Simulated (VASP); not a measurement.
# Which face does Ni expose?, part 5 of 6

How do surface energy, work function and relaxation of Ni depend on the face?

VASP 6.6.1, plane waves and PAW; the level of theory is named at each step.

Still holding for the runs below: The magnetic state follows from one typed start and may not be the lowest.

So far. Step 5 (Vacuum level and density of states, 7 atoms, face …): The vacuum level lies 5.02 eV above the Fermi level at the upper face; both faces agree, as the slab has next to no dipole. Step 6 (Surface relaxation, 7 atoms, face Ni(100)): The run ended after 7 ionic steps, 0.021 eV below its first step, once the forces on the free atoms met EDIFFG = -0.03.

### Step 7. Potential and states of the slab, 7 atoms, face Ni(100)

Level of this step: PBE, spin-polarised from a ferromagnetic start; plane waves and PAW (Ni) (VASP).

Contents of INCAR:

```
SYSTEM = Ni
PREC = Normal
ENCUT = 320
EDIFF = 1E-06
NELM = 120
ISMEAR = 1
SIGMA = 0.15
LREAL = .FALSE.
ALGO = Fast
GGA = PE
NBANDS = 51
ISPIN = 2
MAGMOM = 1 1 1 1 1 1 1
LASPH = .TRUE.
LMAXMIX = 4
LORBIT = 11
LWAVE = .FALSE.
LCHARG = .TRUE.
KPAR = 4
IDIPOL = 3
LDIPOL = .TRUE.
DIPOL = 0.5 0.5 0.5
LVHAR = .TRUE.
LVACPOTAV = .TRUE.
NEDOS = 1500
```

Contents of POSCAR:

```
Ni
1.0
    2.4861695823      0.0000000000      0.0000000000
    0.0000000000      2.4861695823      0.0000000000
    0.0000000000      0.0000000000     25.5479242248
Ni
7
Direct
    0.0000000000      0.0000000000      0.2948676914
    0.5000000000      0.5000000000      0.3612546918
    0.0000000000      0.0000000000      0.4307785582
    0.5000000000      0.5000000000      0.5000000000
    0.0000000000      0.0000000000      0.5692214418
    0.5000000000      0.5000000000      0.6387453082
    0.0000000000      0.0000000000      0.7051323086
```

Contents of KPOINTS:

```
Automatic mesh
0
Gamma
12 12 1
0 0 0
```

Potentials, in the order of the species: Ni (PBE family, release 64).

Command:

```
$ mpirun -np 4 vasp_std
```

The log of the run:

```text
[... set-up lines as in an earlier step ...]
 entering main loop
       N       E                     dE             d eps       ncg     rms          rms(c)
DAV:   1     0.431663995491E+03    0.43166E+03   -0.23742E+04  5736   0.117E+03
DAV:   2    -0.771187851119E+01   -0.43938E+03   -0.41454E+03  5724   0.290E+02
DAV:   3    -0.426704907294E+02   -0.34959E+02   -0.32803E+02  6136   0.110E+02
DAV:   4    -0.432652477721E+02   -0.59476E+00   -0.59351E+00  6245   0.164E+01
DAV:   5    -0.432809486208E+02   -0.15701E-01   -0.15700E-01  8624   0.166E+00    0.250E+01
RMM:   6    -0.430948667987E+02    0.18608E+00   -0.56074E+01  6335   0.590E+01    0.311E+01
RMM:   7    -0.535880080715E+02   -0.10493E+02   -0.12739E+01  6530   0.227E+01    0.463E+01
RMM:   8    -0.425137564904E+02    0.11074E+02   -0.67984E+00  6331   0.198E+01    0.359E+01
RMM:   9    -0.371414138525E+02    0.53723E+01   -0.43914E+00  6439   0.156E+01    0.171E+01
RMM:  10    -0.374616041526E+02   -0.32019E+00   -0.14834E+00  6531   0.813E+00    0.263E+01
RMM:  11    -0.355560812438E+02    0.19055E+01   -0.41898E-01  6288   0.454E+00    0.110E+01
RMM:  12    -0.358317780690E+02   -0.27570E+00   -0.15329E-01  6439   0.226E+00    0.795E+00
RMM:  13    -0.360651693757E+02   -0.23339E+00   -0.17545E-01  6546   0.280E+00    0.881E+00
RMM:  14    -0.363606829271E+02   -0.29551E+00   -0.47907E-01  7003   0.325E+00    0.191E+00
RMM:  15    -0.364324288818E+02   -0.71746E-01   -0.29047E-02  6532   0.875E-01    0.464E+00
RMM:  16    -0.363886886116E+02    0.43740E-01   -0.12924E-02  6629   0.594E-01    0.451E+00
RMM:  17    -0.362641503703E+02    0.12454E+00   -0.48397E-02  7130   0.967E-01    0.325E+00
RMM:  18    -0.363374286289E+02   -0.73278E-01   -0.46785E-02  7109   0.120E+00    0.363E+00
RMM:  19    -0.364778373408E+02   -0.14041E+00   -0.36410E-02  7071   0.827E-01    0.400E+00
RMM:  20    -0.364665796252E+02    0.11258E-01   -0.27858E-03  6588   0.291E-01    0.438E+00
RMM:  21    -0.365118653098E+02   -0.45286E-01   -0.67855E-03  6903   0.352E-01    0.414E+00
RMM:  22    -0.365963247175E+02   -0.84459E-01   -0.46876E-02  8055   0.804E-01    0.223E+00
RMM:  23    -0.366212769645E+02   -0.24952E-01   -0.10599E-02  7153   0.440E-01    0.913E-01
RMM:  24    -0.366125217812E+02    0.87552E-02   -0.41281E-03  6741   0.427E-01    0.732E-01
RMM:  25    -0.366084909309E+02    0.40309E-02   -0.11780E-03  6602   0.209E-01    0.461E-01
RMM:  26    -0.366136219602E+02   -0.51310E-02   -0.13520E-03  6794   0.195E-01    0.340E-01
RMM:  27    -0.366153623072E+02   -0.17403E-02   -0.26878E-04  6642   0.794E-02    0.155E-01
RMM:  28    -0.366188123105E+02   -0.34500E-02   -0.15155E-04  6719   0.554E-02    0.203E-01
RMM:  29    -0.366239679720E+02   -0.51557E-02   -0.15719E-04  6830   0.570E-02    0.886E-02
RMM:  30    -0.366315840511E+02   -0.76161E-02   -0.15997E-04  6954   0.387E-02    0.436E-02
RMM:  31    -0.366417525334E+02   -0.10168E-01   -0.28219E-04  7211   0.466E-02    0.257E-02
RMM:  32    -0.366456125923E+02   -0.38601E-02   -0.81547E-05  6818   0.288E-02    0.305E-02
RMM:  33    -0.366465221206E+02   -0.90953E-03   -0.10133E-05  5886   0.151E-02    0.153E-02
RMM:  34    -0.366471763101E+02   -0.65419E-03   -0.30765E-06  4912   0.857E-03    0.779E-03
RMM:  35    -0.366477344283E+02   -0.55812E-03   -0.34528E-06  5029   0.880E-03    0.140E-02
RMM:  36    -0.366478503655E+02   -0.11594E-03   -0.12782E-06  4704   0.623E-03    0.103E-02
RMM:  37    -0.366478674165E+02   -0.17051E-04   -0.50086E-07  4400   0.416E-03    0.747E-03
RMM:  38    -0.366478720500E+02   -0.46335E-05   -0.20058E-07  4199   0.247E-03    0.324E-03
RMM:  39    -0.366478755455E+02   -0.34955E-05   -0.14499E-07  4080   0.223E-03    0.293E-03
RMM:  40    -0.366478776046E+02   -0.20591E-05   -0.86486E-08  3889   0.178E-03    0.102E-03
RMM:  41    -0.366478783610E+02   -0.75642E-06   -0.37980E-08  3436   0.131E-03
 [... a notice as in an earlier step ...]

   1 F= -.36647878E+02 E0= -.36648690E+02  d E =0.243445E-02  mag=     4.7192
```

Run time: 2.6 min. Hardware: 4 MPI ranks of AMD EPYC 7571, shared host; peak memory 0.92 GiB; 10 min of CPU time.

From OUTCAR (step 7):

```text
   NELECT =      70.0000    total number of electrons

 dipolmoment           0.000000      0.000000      0.000000 electrons x Angstroem

 E-fermi :   2.0427

 spin component 1
 k-point     1 :       0.0000    0.0000    0.0000
  band No.  band energies     occupation
    ...
     37       1.4339      1.00000
     38       1.4747      1.00000
     39       1.5026      1.00000
     40       1.5026      1.00000
     41       1.7065      1.00340
     42       3.1571     -0.00000
     43       4.0769     -0.00000
     44       6.7061      0.00000
     45       7.1099      0.00000
     46       8.1120      0.00000
    ...

 k-point     2 :       0.0833    0.0000    0.0000
  band No.  band energies     occupation
    ...
     36       1.2441      1.00000
     37       1.3858      1.00000
     38       1.3916      1.00000
     39       1.4648      1.00000
     40       1.5134      1.00000
     41       2.1965     -0.02757
     42       3.5530     -0.00000
     43       4.5299     -0.00000
     44       6.8775      0.00000
     45       7.2929      0.00000
    ...

  Total       -1.5397166     -1.5397166     -0.2666619      0.0000000     -0.0000000      0.0000000
  in kB      -15.6219143    -15.6219143     -2.7055430      0.0000000     -0.0000000      0.0000000
  external PRESSURE =     -11.3164572 kB  Pullay stress =       0.0000000 kB

 POSITION                                       TOTAL-FORCE (eV/Angst)
 -----------------------------------------------------------------------------------
      0.00000      0.00000      7.53326         0.000000     -0.000000      0.013018
      1.24308      1.24308      9.22931        -0.000000      0.000000      0.014100
      0.00000      0.00000     11.00550        -0.000000      0.000000      0.008027
      1.24308      1.24308     12.77396        -0.000000      0.000000      0.000000
      0.00000      0.00000     14.54243         0.000000      0.000000     -0.008027
      1.24308      1.24308     16.31862         0.000000      0.000000     -0.014100
      0.00000      0.00000     18.01467        -0.000000     -0.000000     -0.013018
 -----------------------------------------------------------------------------------
    total drift:                                0.000000      0.000000      0.000000

  FREE ENERGIE OF THE ION-ELECTRON SYSTEM (eV)
  ---------------------------------------------------
  free  energy   TOTEN  =       -36.6478783610 eV

  energy  without entropy=      -36.6503128099  energy(sigma->0) =      -36.64868984

 vacuum level on the upper side and lower side of the slab         6.941         6.941

 magnetization (x)
# of ion       s       p       d       tot
------------------------------------------
    1       -0.002  -0.018   0.762   0.742
    2       -0.007  -0.025   0.709   0.677
    3       -0.007  -0.025   0.704   0.671
    4       -0.006  -0.026   0.674   0.642
    5       -0.007  -0.025   0.704   0.671
    6       -0.007  -0.025   0.709   0.677
    7       -0.002  -0.018   0.762   0.742
--------------------------------------------------
tot         -0.040  -0.163   5.024   4.821

[... 7 parts as in an earlier step ...]

[... 15 further parts left out ...]
```

Numbers from this step:

```
electronic cycles                                 : 41
moment of the cell, from the last line of the log : 4.719 μB
vacuum levels                                     : 6.959, 6.959 eV
work functions of the upper and lower face        : 4.916, 4.916 eV
```

Zero at the Fermi level. The planar average of the electrostatic potential by height:

| height (Å) | planar average of the electrostatic potential (eV) |
| --- | --- |
| 0.0 | 4.92 |
| 0.5 | 4.92 |
| 1.0 | 4.92 |
| 1.5 | 4.92 |
| 2.0 | 4.92 |
| 2.5 | 4.92 |
| 3.0 | 4.92 |
| 3.5 | 4.91 |
| 4.0 | 4.91 |
| 4.5 | 4.90 |
| 5.0 | 4.85 |
| 5.5 | 4.70 |
| 6.0 | 4.13 |
| 6.5 | 2.13 |
| 7.0 | -5.80 |
| 7.5 | -17.2 |
| 8.0 | -8.25 |
| 8.5 | -3.36 |
| 9.0 | -14.8 |
| 9.5 | -13.7 |
| 10.0 | -2.53 |
| 10.5 | -7.11 |
| 11.0 | -17.3 |
| 11.5 | -7.43 |
| 12.0 | -2.50 |
| 12.5 | -13.6 |
| 13.0 | -14.8 |
| 13.5 | -2.95 |
| 14.0 | -6.23 |
| 14.5 | -17.3 |
| 15.0 | -8.49 |
| 15.5 | -2.17 |
| 16.0 | -12.5 |
| 16.5 | -15.7 |
| 17.0 | -3.76 |
| 17.5 | -7.00 |
| 18.0 | -17.3 |
| 18.5 | -7.18 |
| 19.0 | 1.73 |
| 19.5 | 4.03 |
| 20.0 | 4.67 |
| 20.5 | 4.85 |
| 21.0 | 4.90 |
| 21.5 | 4.91 |
| 22.0 | 4.91 |
| 22.5 | 4.92 |
| 23.0 | 4.92 |
| 23.5 | 4.92 |
| 24.0 | 4.92 |
| 24.5 | 4.92 |
| 25.0 | 4.92 |

Density of states in the PAW spheres, an atom over height of the layer and energy from the Fermi level.

Ten even steps from '0' (0.02 states/eV) to '9' (3.71 states/eV), each cell a mean:
```
2222222
5444445
6444446
9888889
9666669
7676767
6566656
5666665
3445443
3544453
2433342
1433341
1222221
0111110
0000000
0000000
0000000
0000000
0000000
0000000
0000000
0000000
```
Columns: height of the layer (Å) from 7.5 to 18; rows upwards: energy from the Fermi level (eV) from -7.9 to 0.5.

Spin density in the ca plane at fractional y = 0.000, with atoms of Ni within 0.2 Å of it.

Values in units of 1e-1 e/Å³, 5 rows by 16 columns, each cell a mean:
```
 6.0  0.8 -0.1  2.3  4.4 -0.1  0.0  5.7  0.9 -0.1  2.1  4.7  0.0  0.0  0.0  0.0
 0.5  0.0 -0.1  0.2  0.4 -0.1 -0.1  0.5  0.0 -0.1  0.1  0.4  0.0  0.0  0.0  0.0
 0.0 -0.1 -0.1 -0.1 -0.1 -0.1 -0.1 -0.1 -0.1 -0.1 -0.1  0.0  0.0  0.0  0.0  0.0
 1.9  0.2 -0.1  0.7  1.4 -0.1 -0.1  1.9  0.2 -0.1  0.6  1.5  0.0  0.0  0.0  0.0
 8.5  1.1 -0.1  3.2  6.2  0.0  0.0  8.0  1.3 -0.1  3.0  6.7  0.0  0.0  0.0  0.0
```
Columns run along c (16.0 Å, from fractional 0.27 to 0.90 of the cell), rows up along a (2.5 Å). Atoms in or near the plane, at fractional coordinates: Ni at (0.29, 0.00), Ni at (0.43, 0.00), Ni at (0.57, 0.00), Ni at (0.71, 0.00).

Valence density in the ca plane at fractional y = 0.000, with atoms of Ni within 0.2 Å of it. It is the smooth field of the valence electrons, not physical close to the nuclei.

Ten steps, logarithmic in the rise over the least value, from '0' (0 e/Å³) to '9' (12 e/Å³), each cell a mean:
```
79863222258974221236997322224798520000000000
57642222246753222224675322223576310000000000
23322222223332222222333222222333210000000000
22222222222222222222222222222222110000000000
23322222222322222222332222222232210000000000
45532222235543222223554222223455310000000000
78852222258874222236886322224788520000000000
89963212269985211237997421225899620000000000
```
Columns run along c (16.0 Å, from fractional 0.27 to 0.90 of the cell), rows up along a (2.5 Å). Atoms in or near the plane, at fractional coordinates: Ni at (0.29, 0.00), Ni at (0.43, 0.00), Ni at (0.57, 0.00), Ni at (0.71, 0.00).

The map of layer states is cut here 0.5 eV above the Fermi level, so it leaves out the states above that.

The vacuum level lies 4.92 eV above the Fermi level at the upper face; both faces agree, as the slab has next to no dipole.

The program found no field-free point at its default tolerance, and its printed vacuum level lies off the flat part of the planar average, by -0.02 eV at the upper face; the levels here are read from the flat part.

On this mesh the fine structure of the density of states is sampling noise, and high empty states may be cut by the number of bands.

### Step 8. Surface relaxation, 9 atoms, face Ni(110)

System of this step: Ni(110). The cell holds 9 atoms: 9 Ni. Cell: a = 3.516 Å, b = 2.486 Å, c = 24.945 Å, α = 90.0°, β = 90.0°, γ = 90.0°. It derives from Ni. 9 layers of fcc Ni, cut at this functional's lattice. Vacuum lies along c.

Contents of INCAR:

```
SYSTEM = Ni
PREC = Normal
ENCUT = 320
EDIFF = 1E-05
NELM = 120
ISMEAR = 1
SIGMA = 0.15
LREAL = .FALSE.
ALGO = Fast
GGA = PE
NBANDS = 66
ISPIN = 2
MAGMOM = 1 1 1 1 1 1 1 1 1
LASPH = .TRUE.
LMAXMIX = 4
LORBIT = 11
LWAVE = .FALSE.
LCHARG = .FALSE.
KPAR = 4
IBRION = 2
NSW = 40
ISIF = 2
EDIFFG = -0.03
POTIM = 0.4
MAXMIX = 40
```

Contents of POSCAR:

```
Ni
1.0
    3.5159747416      0.0000000000      0.0000000000
    0.0000000000      2.4861695823      0.0000000000
    0.0000000000      0.0000000000     24.9446783291
Ni
9
Direct
    0.0000000000      0.0000000000      0.3006653300
    0.5000000000      0.5000000000      0.3504990000
    0.0000000000      0.0000000000      0.4003326700
    0.5000000000      0.5000000000      0.4501663300
    0.0000000000      0.0000000000      0.5000000000
    0.5000000000      0.5000000000      0.5498336700
    0.0000000000      0.0000000000      0.5996673300
    0.5000000000      0.5000000000      0.6495010000
    0.0000000000      0.0000000000      0.6993346700
```

Contents of KPOINTS:

```
Automatic mesh
0
Gamma
9 12 1
0 0 0
```

Command:

```
$ mpirun -np 4 vasp_std
```

The log of the run:

```text
[banner, memory and clock lines left out]
running    4 mpi-ranks, on    1 nodes
[...]
LDA part: xc-table for (Slater+PW92), standard interpolation
 POSCAR, INCAR and KPOINTS ok, starting setup
[...]
entering main loop
       N       E                     dE             d eps       ncg     rms          rms(c)
DAV:   1     0.564681074297E+03    0.56468E+03   -0.30094E+04  9266   0.113E+03
DAV:   2    -0.552232507799E+01   -0.57020E+03   -0.53597E+03  9248   0.288E+02
DAV:   3    -0.543749043364E+02   -0.48853E+02   -0.44866E+02  9996   0.113E+02
DAV:   4    -0.553478587050E+02   -0.97295E+00   -0.96995E+00 10118   0.185E+01
[...]
RMM:  38    -0.467426555744E+02   -0.28504E-04   -0.53807E-07  4602   0.377E-03    0.127E-03
RMM:  39    -0.467426682609E+02   -0.12687E-04   -0.53278E-07  4503   0.360E-03    0.119E-03
RMM:  40    -0.467426714691E+02   -0.32082E-05   -0.11391E-07  2927   0.239E-03
   1 F= -.46742671E+02 E0= -.46739053E+02  d E =-.467427E+02  mag=     6.1311
[... from here on, the cycles between the ionic steps are left out ...]
   2 F= -.46784587E+02 E0= -.46780938E+02  d E =-.419153E-01  mag=     6.1084
   3 F= -.46815288E+02 E0= -.46811877E+02  d E =-.726169E-01  mag=     6.0644
   4 F= -.46815539E+02 E0= -.46812165E+02  d E =-.728675E-01  mag=     6.0603
   5 F= -.46817650E+02 E0= -.46814188E+02  d E =-.211077E-02  mag=     6.0575
   6 F= -.46818405E+02 E0= -.46814855E+02  d E =-.286619E-02  mag=     6.0524
   7 F= -.46818402E+02 E0= -.46814863E+02  d E =-.286308E-02  mag=     6.0528
   8 F= -.46818413E+02 E0= -.46814868E+02  d E =-.287409E-02  mag=     6.0521
   9 F= -.46818665E+02 E0= -.46815115E+02  d E =-.252271E-03  mag=     6.0489
 trial-energy change:   -0.000252  1 .order   -0.000388   -0.000443   -0.000332
 step:   6.5865(harm=  6.5865)  dis= 0.01003  next Energy=   -46.819297 (dE=-0.884E-03)
 reached required accuracy - stopping structural energy minimisation
```

The job ended after 15 min (4 MPI ranks; peak memory 1.5 GiB).

From OUTCAR (step 8):

```text
  Total       -1.4437481     -1.7424549     -0.5534447     -0.0000000      0.0000000      0.0000000
  in kB      -10.6083439    -12.8031762     -4.0665904     -0.0000000      0.0000000      0.0000000
  external PRESSURE =      -9.1593702 kB  Pullay stress =       0.0000000 kB

 POSITION                                       TOTAL-FORCE (eV/Angst)
 -----------------------------------------------------------------------------------
      0.00000      2.48617      7.58050         0.000000     -0.000000      0.020817
      1.75799      1.24308      8.69471         0.000000      0.000000      0.026994
      0.00000      0.00000      9.97351         0.000000     -0.000000      0.013418
      1.75799      1.24308     11.22679         0.000000     -0.000000      0.025306
      0.00000      0.00000     12.47234         0.000000     -0.000000     -0.000000
      1.75799      1.24308     13.71789         0.000000     -0.000000     -0.025306
      0.00000      2.48617     14.97117         0.000000     -0.000000     -0.013418
      1.75799      1.24308     16.24997        -0.000000     -0.000000     -0.026994
      0.00000      0.00000     17.36418         0.000000     -0.000000     -0.020817
 -----------------------------------------------------------------------------------
    total drift:                                0.000000      0.000000      0.000000

  FREE ENERGIE OF THE ION-ELECTRON SYSTEM (eV)
  ---------------------------------------------------
  free  energy   TOTEN  =       -46.8186653632 eV

  energy  without entropy=      -46.8080136825  energy(sigma->0) =      -46.81511480

 magnetization (x)
# of ion       s       p       d       tot
------------------------------------------
    1       -0.001  -0.017   0.775   0.757
    2       -0.007  -0.026   0.692   0.659
    3       -0.007  -0.024   0.694   0.662
    4       -0.006  -0.024   0.698   0.668
    5       -0.007  -0.024   0.677   0.647
    6       -0.006  -0.024   0.698   0.668
    7       -0.007  -0.024   0.694   0.662
    8       -0.007  -0.026   0.692   0.659
    9       -0.001  -0.017   0.775   0.757
--------------------------------------------------
tot         -0.048  -0.207   6.395   6.140

[... 1 part as in an earlier step ...]

[... 3 further parts left out ...]
[key lines of the parts left out:]
E-fermi :   1.7863
```

The run keeps the 8 symmetry operations of its start, so it cannot find a distortion of lower symmetry.

Step by step:

| step | energy less that of the first step (eV) | largest force (eV/Å) |
| --- | --- | --- |
| 1 | 0.0000 | 0.6224 |
| 2 | -0.0419 | 0.4361 |
| 3 | -0.0726 | 0.1131 |
| 4 | -0.0729 | 0.1244 |
| 5 | -0.0750 | 0.0502 |
| 6 | -0.0757 | 0.0450 |
| 7 | -0.0757 | 0.0345 |
| 8 | -0.0757 | 0.0344 |
| 9 | -0.0760 | 0.0270 |

The atoms that moved most (Å):

```csv
atom,dx,dy,dz,length
Ni1,0.000,0.000,0.081,0.081
Ni9,0.000,0.000,-0.081,0.081
Ni8,0.000,0.000,0.048,0.048
Ni2,0.000,0.000,-0.048,0.048
Ni3,0.000,0.000,-0.013,0.013
Ni7,0.000,0.000,0.013,0.013
```

Final coordinates:

```xyz
9
Lattice="3.5160 0.0000 0.0000 0.0000 2.4862 0.0000 0.0000 0.0000 24.9447" Properties=species:S:1:pos:R:3
Ni    0.0000    0.0000    7.5805
Ni    1.7580    1.2431    8.6947
Ni    0.0000    0.0000    9.9735
Ni    1.7580    1.2431   11.2268
Ni    0.0000    0.0000   12.4723
Ni    1.7580    1.2431   13.7179
Ni    0.0000    0.0000   14.9712
Ni    1.7580    1.2431   16.2500
Ni    0.0000    0.0000   17.3642
```

The run ended after 9 ionic steps, 0.076 eV below its first step, once the forces on the free atoms met EDIFFG = -0.03.

[end of part 5 of 6]

[Lines on the potential files, build, host, timing and source positions are cut from VASP's logs without a mark.]

[Logs are printed without paths, hosts, clocks, repeated set-up lines and the standing remarks that a program may print on its own settings, such as how far it seeks lower states.]

[Hosts, paths, dates, database ids (printed as entryN), source tags and the programs' standing remarks are cut or masked in the printed files.]

[Runs that stopped without an error message from VASP are left out.]
